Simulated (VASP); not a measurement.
These are PBE GGA, VASP's PBE PAW potentials (set 64) (plane waves; VASP 6.6.1) values and carry that method's errors.

VASP input:

INCAR:
```
ISMEAR=0   ! Gaussian
PREC=Accurate
LASPH=T   ! aspherical one-centre terms
GGA=PE   ! PBE
LCHARG=F
LREAL=F   ! projection in real space or not
ICHARG=11
NELM=100
SYSTEM=LaAs
ENCUT=400   ! plane-wave cut-off (eV)
LORBIT=11   ! lm-projected
ALGO=Normal   ! blocked Davidson
LMAXMIX=6
EDIFF=1E-7
LWAVE=F
SIGMA=0.05   ! width (eV)
```

KPOINTS:
```
k-points along high-symmetry lines
15
Line-mode
Reciprocal
  0.000000   0.000000   0.000000 ! GAMMA
 -0.500000  -0.500000   0.000000 ! X

 -0.500000  -0.500000   0.000000 ! X
 -0.375000  -0.375000   0.250000 ! U

 -0.375000   0.000000   0.375000 ! K
  0.000000   0.000000   0.000000 ! GAMMA

  0.000000   0.000000   0.000000 ! GAMMA
  0.000000   0.000000   0.500000 ! L

  0.000000   0.000000   0.500000 ! L
 -0.500000  -0.250000   0.250000 ! W

 -0.500000  -0.250000   0.250000 ! W
 -0.500000  -0.500000   0.000000 ! X
```

### POSCAR
```
LaAs
1
    0.0000000000     3.4036813243     3.4036813243
    3.4036813243     0.0000000000     3.4036813243
    3.4036813243     3.4036813243     0.0000000000
La As
1 1
Direct
  0.0000000000   0.0000000000   0.0000000000
  0.2500000000   0.2500000000   0.2500000000
```

POTCAR, in this order: La As (PBE.64 set). Program: vasp_std. Read from the step before: CHGCAR.

Output

OSZICAR:
```
       N       E                     dE             d eps       ncg     rms          rms(c)
DAV:   1     0.141184876582E+03    0.14118E+03   -0.47519E+03  2160   0.122E+03
DAV:   2     0.327029530177E+01   -0.13791E+03   -0.13533E+03  3016   0.227E+02
DAV:   3    -0.106837372816E+02   -0.13954E+02   -0.13791E+02  2996   0.104E+02
DAV:   4    -0.115564677155E+02   -0.87273E+00   -0.86266E+00  3948   0.216E+01
DAV:   5    -0.116035030233E+02   -0.47035E-01   -0.46954E-01  3472   0.530E+00
DAV:   6    -0.116066645568E+02   -0.31615E-02   -0.31607E-02  3880   0.136E+00
DAV:   7    -0.116068184482E+02   -0.15389E-03   -0.15387E-03  3304   0.295E-01
DAV:   8    -0.116068331287E+02   -0.14681E-04   -0.14680E-04  3908   0.995E-02
DAV:   9    -0.116068339199E+02   -0.79116E-06   -0.79113E-06  3288   0.204E-02
DAV:  10    -0.116068339834E+02   -0.63462E-07   -0.63465E-07  3716   0.710E-03
   1 F= -.11606834E+02 E0= -.11606834E+02  d E =-.127432E-14
```

### OUTCAR
```
 val. band max:        3.2089636128   @ k =  -0.5000  -0.2500   0.2500

 cond. band min:       4.6478235852   @ k =  -0.5000  -0.2500   0.2500



 k-point     1 :       0.0000    0.0000    0.0000
  band No.  band energies     occupation
      1     -28.9109      2.00000
      2     -12.5797      2.00000
      3     -12.5797      2.00000
      4     -12.5797      2.00000
      5      -5.7825      2.00000
      6       2.0612      2.00000
      7       2.0612      2.00000
      8       2.0612      2.00000
      9       4.7721      0.00000
     10       5.8190      0.00000
     11       5.8198      0.00000
     12       5.8216      0.00000

 k-point     2 :      -0.0357   -0.0357    0.0000
  band No.  band energies     occupation
      1     -28.9106      2.00000
      2     -12.5833      2.00000
      3     -12.5806      2.00000
      4     -12.5806      2.00000
      5      -5.7738      2.00000
      6       2.0382      2.00000
      7       2.0713      2.00000
      8       2.0713      2.00000
      9       4.8094      0.00000
     10       5.8053      0.00000
     11       5.8208      0.00000
     12       5.8281      0.00000

 k-point     3 :      -0.0714   -0.0714    0.0000
  band No.  band energies     occupation
      1     -28.9101      2.00000
      2     -12.5940      2.00000
      3     -12.5833      2.00000
      4     -12.5833      2.00000
      5      -5.7481      2.00000
      6       1.9750      2.00000
      7       2.1015      2.00000
      8       2.1015      2.00000
      9       4.9120      0.00000
     10       5.7599      0.00000
     11       5.8255      0.00000
     12       5.8261      0.00000

 k-point     4 :      -0.1071   -0.1071    0.0000
  band No.  band energies     occupation
      1     -28.9092      2.00000
      2     -12.6111      2.00000
      3     -12.5876      2.00000
      4     -12.5876      2.00000
      5      -5.7069      2.00000
      6       1.8855      2.00000
      7       2.1513      2.00000
...
```

The density is held fixed in this step, so its total energy and stress have no physical meaning.

The structure was generated: LaAs was put into the zinc blende type (F-43m), which need not be its known phase. It was relaxed first, which changed the volume by -26 %.
